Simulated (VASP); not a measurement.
# IrAu2 (Fd-3m) in VASP: single point with r2SCAN

Aim: the single point of IrAu2 with r2SCAN.

Program: VASP 6.6.1. These are calculated values, not measurements. Logs are shortened: lines on timing, memory, paths and dates and some standing lists are left out, and cuts for length are marked.

## 1. The crystal as given

It takes space group Fd-3m (No. 227, cubic). The conventional cell has a = 7.590 Å, b = 7.590 Å, c = 7.590 Å, α = 90.00°, β = 90.00°, γ = 90.00°. Au (site symmetry -3m) is surrounded by 6 Au at 2.68 Å. Around Ir (site symmetry -43m) lie 12 Au at 3.15 Å and 4 Ir at 3.29 Å.

The cell was built by a generator and needn't be a form met in nature.

## 2. Single point, r2SCAN

File POSCAR:

```
IrAu2
1.0
    0.0000000000      3.7948220100      3.7948220100
    3.7948220100      0.0000000000      3.7948220100
    3.7948220100      3.7948220100      0.0000000000
Au Ir
4 2
Direct
    0.0000000000      0.0000000000      0.0000000000
    0.5000000000      0.0000000000      0.0000000000
    0.0000000000      0.0000000000      0.5000000000
    0.0000000000      0.5000000000      0.0000000000
    0.3750000000      0.3750000000      0.3750000000
    0.6250000000      0.6250000000      0.6250000000
```

File INCAR.step1:

```
SYSTEM = IrAu2
PREC = Accurate
ENCUT = 520
ISMEAR = -1
SIGMA = 0.1
LREAL = .False.
LASPH = .True.
NELM = 100
NBANDS = 40
GGA = PE
ALGO = Normal
EDIFF = 1E-4
LWAVE = .True.
LCHARG = .False.
```

File INCAR.step2:

```
SYSTEM = IrAu2
PREC = Accurate
ENCUT = 520
EDIFF = 1E-7
ISMEAR = -1
SIGMA = 0.1
LREAL = .False.
LASPH = .True.
NELM = 100
ALGO = Normal
ISIF = 2
LWAVE = .False.
LCHARG = .False.
METAGGA = R2SCAN
LMIXTAU = .True.
NBANDS = 40
ISTART = 1
```

File KPOINTS:

```
Automatic mesh
0
Gamma
  8 8 8
  0 0 0
```

Potentials or basis: VASP PAW PBE potentials, release 64 (Au, Ir).

The run is started by

```sh
$ cat potpaw_PBE.64/Au/POTCAR potpaw_PBE.64/Ir/POTCAR > POTCAR
$ cp INCAR.step1 INCAR
$ mpirun -np 1 vasp_std > vasp.out
$ cp INCAR.step2 INCAR
$ mpirun -np 1 vasp_std > vasp.out
```

OUTCAR:

```text
SYSTEM = IrAu2
   PREC = Accurate
   ENCUT = 520
   EDIFF = 1E-7
   ISMEAR = -1
   LREAL = .False.
   LASPH = .True.
   NELM = 100
   ISIF = 2
   METAGGA = R2SCAN
   ISTART = 1

 ion  position               nearest neighbor table
   1  0.000  0.000  0.000-   2 2.68   3 2.68   4 2.68   3 2.68   4 2.68   2 2.68   6 3.15   5 3.15
                             6 3.15   5 3.15   6 3.15   5 3.15
   2  0.500  0.000  0.000-   1 2.68   3 2.68   4 2.68   1 2.68   3 2.68   4 2.68   6 3.15   5 3.15
                             5 3.15   6 3.15   5 3.15   6 3.15
   3  0.000  0.000  0.500-   1 2.68   1 2.68   2 2.68   4 2.68   4 2.68   2 2.68   6 3.15   5 3.15
                             6 3.15   5 3.15   6 3.15   5 3.15
   4  0.000  0.500  0.000-   1 2.68   3 2.68   1 2.68   2 2.68   3 2.68   2 2.68   6 3.15   5 3.15
                             6 3.15   5 3.15   6 3.15   5 3.15
   5  0.375  0.375  0.375-   1 3.15   2 3.15   3 3.15   4 3.15   1 3.15   1 3.15   4 3.15   2 3.15
                             4 3.15   3 3.15   2 3.15   3 3.15   6 3.29   6 3.29   6 3.29   6 3.29
   6  0.625  0.625  0.625-   2 3.15   3 3.15   4 3.15   1 3.15   1 3.15   1 3.15   2 3.15   2 3.15
                             3 3.15   4 3.15   3 3.15   4 3.15   5 3.29   5 3.29   5 3.29   5 3.29

  LATTYP: Found a face centered cubic cell.
 ALAT       =     7.5896440200

  Lattice vectors:

 A1 = (   0.0000000000,   3.7948220100,   3.7948220100)
 A2 = (   3.7948220100,   0.0000000000,   3.7948220100)
 A3 = (   3.7948220100,   3.7948220100,   0.0000000000)

Analysis of symmetry for initial positions (statically):
=====================================================================
 Subroutine PRICEL returns:
 Original cell was already a primitive cell.

 Routine SETGRP: Setting up the symmetry group for a
 face centered cubic supercell.

 Subroutine GETGRP returns: Found 48 space group operations
 (whereof 12 operations were pure point group operations)
 out of a pool of 48 trial point group operations.

The static configuration has the point symmetry D_3d.
 The point group associated with its full space group is O_h .

Analysis of symmetry for dynamics (positions and initial velocities):
=====================================================================
 Subroutine PRICEL returns:
 Original cell was already a primitive cell.

 Routine SETGRP: Setting up the symmetry group for a
 face centered cubic supercell.

 Subroutine GETGRP returns: Found 48 space group operations
 (whereof 12 operations were pure point group operations)
 out of a pool of 48 trial point group operations.

The dynamic configuration has the point symmetry D_3d.
 The point group associated with its full space group is O_h .

 Subroutine INISYM returns: Found 48 space group operations
 (whereof 12 operations are pure point group operations),
 and found     1 'primitive' translations

----------------------------------------------------------------------------------------

                                     Primitive cell

  volume of cell :     109.2960

  direct lattice vectors                    reciprocal lattice vectors
     0.000000000  3.794822010  3.794822010    -0.131758485  0.131758485  0.131758485
     3.794822010  0.000000000  3.794822010     0.131758485 -0.131758485  0.131758485
     3.794822010  3.794822010  0.000000000     0.131758485  0.131758485 -0.131758485

  length of vectors
     5.366688753  5.366688753  5.366688753     0.228212391  0.228212391  0.228212391

  position of ions in fractional coordinates (direct lattice)
     0.000000000  0.000000000  0.000000000
     0.500000000  0.000000000  0.000000000
     0.000000000  0.000000000  0.500000000
     0.000000000  0.500000000  0.000000000
     0.375000000  0.375000000  0.375000000
     0.625000000  0.625000000  0.625000000

  ion indices of the primitive-cell ions
   primitive index   ion index
                 1           1
                 2           2
                 3           3
                 4           4
                 5           5
                 6           6

----------------------------------------------------------------------------------------

 KPOINTS: Automatic mesh

Automatic generation of k-mesh.
 Grid dimensions read from file:
 generate k-points for:    8    8    8

 Generating k-lattice:

  Cartesian coordinates                     Fractional coordinates (reciprocal lattice)
    -0.016469811  0.016469811  0.016469811     0.125000000  0.000000000  0.000000000
     0.016469811 -0.016469811  0.016469811     0.000000000  0.125000000  0.000000000
     0.016469811  0.016469811 -0.016469811     0.000000000  0.000000000  0.125000000

  Length of vectors
     0.028526549  0.028526549  0.028526549

  Shift w.r.t. Gamma in fractional coordinates (k-lattice)
     0.000000000  0.000000000  0.000000000

 Subroutine IBZKPT returns following result:
 ===========================================

 Found     29 irreducible k-points:

 Following reciprocal coordinates:
            Coordinates               Weight
  0.000000  0.000000  0.000000      1.000000
  0.125000  0.000000  0.000000      8.000000
  0.250000  0.000000  0.000000      8.000000
  0.375000  0.000000  0.000000      8.000000
  0.500000  0.000000  0.000000      4.000000
  0.125000  0.125000  0.000000      6.000000
[... 16 lines left out ...]
  0.500000  0.250000  0.125000     48.000000
 -0.375000  0.250000  0.125000     24.000000
 [... further k-points ...]
   k-points           NKPTS =     29   k-points in BZ     NKDIM =     29   number of bands    NBANDS=     40
   number of dos      NEDOS =    301   number of ions     NIONS =      6
   total plane-waves  NPLWV =  64000
   dimension x,y,z NGX =    40 NGY =   40 NGZ =   40
   dimension x,y,z NGXF=    80 NGYF=   80 NGZF=   80
   ions per type =               4   2
   NGX,Y,Z   is equivalent  to a cutoff of  12.39, 12.39, 12.39 a.u.
   NGXF,Y,Z  is equivalent  to a cutoff of  24.78, 24.78, 24.78 a.u.
 SYSTEM =  IrAu2
   PREC   = accura    normal or accurate (medium, high low for compatibility)
   ISTART =      1    job   : 0-new  1-cont  2-samecut
   ICHARG =      0    charge: 1-file 2-atom 10-const
   ISPIN  =      1    spin polarized calculation?
   LNONCOLLINEAR =      F non collinear calculations
   LSORBIT =      F    spin-orbit coupling
   LASPH  =      T    aspherical Exc in radial PAW
   ENCUT  =  520.0 eV  38.22 Ry    6.18 a.u.   9.98  9.98  9.98*2*pi/ulx,y,z
   NELM   =    100;   NELMIN=  2; NELMDL=  0     # of ELM steps
   EDIFF  = 0.1E-06   stopping-criterion for ELM
   LREAL  =      F    real-space projection
   EDIFFG = 0.1E-05   stopping-criterion for IOM
   NSW    =      0    number of steps for IOM
   IBRION =     -1    ionic relax: 0-MD 1-quasi-New 2-CG
   NFREE  =      0    steps in history (QN), initial steepest desc. (CG)
   ISIF   =      2    stress and relaxation
   ISYM   =      2    0-nonsym 1-usesym 2-fastsym
   POTIM  = 0.5000    time-step for ionic-motion
   TEBEG  =    0.0;   TEEND  =   0.0 temperature during run
   PSTRESS=    0.0 pullay stress
   NELECT =      62.0000    total number of electrons
   NUPDOWN=      -1.0000    fix difference up-down
   EMIN   =  10.00;   EMAX   =-10.00  energy-range for DOS
   EFERMI =   0.00;   METHOD = LEGACY
   ISMEAR =    -1;   SIGMA  =   0.10  broadening in eV -4-tet -1-fermi 0-gaus
   EFERMI_NEDOS =   21; number of points for ismear=-14 and -15
   IALGO  =     38    algorithm
   IMIX   =      4    mixing-type and parameters
     AMIX     =   0.40;   BMIX     =  1.00
     AMIX_MAG =   1.60;   BMIX_MAG =  1.00
  volume/ion in A,a.u.               =      18.22       122.93
  Fermi-wavevector in a.u.,A,eV,Ry     =   1.355202  2.560960 24.988080  1.836572
  Thomas-Fermi vector in A             =   2.482309
   LORBIT       =      0    0 simple, 1 ext, 2 COOP (PROOUT), +10 PAW based schemes
   METAGGA = R2SCAN    functional components
   LHFCALC =     F    Hartree Fock is set to
   AEXX    =    0.0000 exact exchange contribution
   IVDW    =     0    specifies the selected vdW correction
   LEPSILON=     F    determine dielectric tensor
   LRPA    =     F    only Hartree local field effects (RPA)
 non-spin polarized calculation
  energy-cutoff  :      520.00
  volume of cell :      109.30
 maximum number of plane-waves:      2964
   NGX = 19   NGY = 19   NGZ = 19

 number of electron      62.0000010 magnetization

 Free energy of the ion-electron system (eV)
  ---------------------------------------------------
  ext. energy  EPLUGINS =         0.00000000
  ---------------------------------------------------
  free energy    TOTEN  =      -301.56556788 eV

  energy without entropy =     -301.29740362  energy(sigma->0) =     -301.43148575

 E-fermi :   7.3544     XC(G=0): -13.2694

 val. band max:        7.3500518287   @ k =   0.5000   0.2500   0.0000
 cond. band min:       7.3612178835   @ k =  -0.3750   0.3750   0.0000
 fundamental gap:      0.0111660549
 Fermi energy:         7.3544213056

 k-point     1 :       0.0000    0.0000    0.0000
  band No.  band energies     occupation
      1      -2.3781      2.00000
      2      -0.2128      2.00000
      3       0.4383      2.00000
      4       0.4383      2.00000
      5       0.4383      2.00000
      6       1.4677      2.00000
[... 32 lines left out ...]
     39      13.0536      0.00000
     40      13.0536      0.00000

 k-point     2 :       0.1250    0.0000    0.0000
  band No.  band energies     occupation
      1      -2.2310      2.00000
      2      -0.0981      2.00000
      3       0.4789      2.00000
      4       0.5210      2.00000
      5       0.5210      2.00000
      6       1.5199      2.00000
[... 32 lines left out ...]
     39      13.2693      0.00000
     40      13.9511      0.00000

 k-point     3 :       0.2500    0.0000    0.0000
  band No.  band energies     occupation
      1      -1.8300      2.00000
      2       0.2149      2.00000
      3       0.6192      2.00000
      4       0.7281      2.00000
      5       0.7281      2.00000
      6       1.6469      2.00000
[... 32 lines left out ...]
     39      12.7337      0.00000
     40      14.3603      0.00000

 k-point     4 :       0.3750    0.0000    0.0000
  band No.  band energies     occupation
      1      -1.3407      2.00000
      2       0.6207      2.00000
      3       0.9326      2.00000
      4       0.9326      2.00000
      5       0.9451      2.00000
      6       1.4723      2.00000
[... 32 lines left out ...]
     39      13.3467      0.00000
     40      15.5714      0.00000
[... 772 lines left out ...]
     39      14.0195      0.00000
     40      15.3771      0.00000

 k-point    23 :       0.5000    0.2500    0.1250
  band No.  band energies     occupation
      1      -0.9679      2.00000
      2       0.7377      2.00000
      3       0.9411      2.00000
      4       1.1873      2.00000
      5       1.2300      2.00000
      6       1.5493      2.00000
[... 32 lines left out ...]
     39      14.4801      0.00000
     40      15.5202      0.00000

 k-point    24 :      -0.3750    0.2500    0.1250
  band No.  band energies     occupation
      1      -0.7072      2.00000
      2       0.9446      2.00000
      3       1.1261      2.00000
      4       1.3366      2.00000
      5       1.3551      2.00000
      6       1.5081      2.00000
[... 32 lines left out ...]
     39      14.7180      0.00000
     40      14.7644      0.00000

 [... further k-points ...]

------------------------ aborting loop because EDIFF is reached ----------------------------------------

  FORCE on cell =-STRESS in cart. coord.  units (eV):
  Direction    XX          YY          ZZ          XY          YZ          ZX
  --------------------------------------------------------------------------------------
  -------------------------------------------------------------------------------------
  Total       -4.6595204     -4.6595204     -4.6595204      0.0000000     -0.0000000      0.0000000
  in kB      -68.3042250    -68.3042250    -68.3042250      0.0000000     -0.0000000      0.0000000
  external PRESSURE =     -68.3042250 kB  Pullay stress =       0.0000000 kB

 VOLUME and BASIS-vectors are now :
 -----------------------------------------------------------------------------
  energy-cutoff  :      520.00
  volume of cell :      109.30
      direct lattice vectors                 reciprocal lattice vectors
     0.000000000  3.794822010  3.794822010    -0.131758485  0.131758485  0.131758485
     3.794822010  0.000000000  3.794822010     0.131758485 -0.131758485  0.131758485
     3.794822010  3.794822010  0.000000000     0.131758485  0.131758485 -0.131758485

 POSITION                                       TOTAL-FORCE (eV/Angst)
 -----------------------------------------------------------------------------------
      0.00000      0.00000      0.00000         0.000000      0.000000      0.000000
      0.00000      1.89741      1.89741         0.000000      0.000000     -0.000000
      1.89741      1.89741      0.00000         0.000000      0.000000      0.000000
      1.89741      0.00000      1.89741         0.000000      0.000000      0.000000
      2.84612      2.84612      2.84612         0.000000     -0.000000      0.000000
      4.74353      4.74353      4.74353        -0.000000     -0.000000     -0.000000
 -----------------------------------------------------------------------------------
    total drift:                               -0.000000     -0.000000      0.000000

  FREE ENERGIE OF THE ION-ELECTRON SYSTEM (eV)
  ---------------------------------------------------
  free  energy   TOTEN  =      -301.5655678823 eV

  energy  without entropy=     -301.2974036187  energy(sigma->0) =     -301.43148575
```

Wall time 7.2 min (1 thread of Intel Xeon Platinum 8375C at 2.90GHz (Ice Lake), shared host); peak memory 0.32 GiB.

Results:

```
Free energy            : -301.5656 eV
Pressure               : -6.8 GPa
Band gap on the k mesh : none (metal or under the smearing width)
```

Caveat: the PAW data sets were made with another functional, which shifts forces and pressure a little.
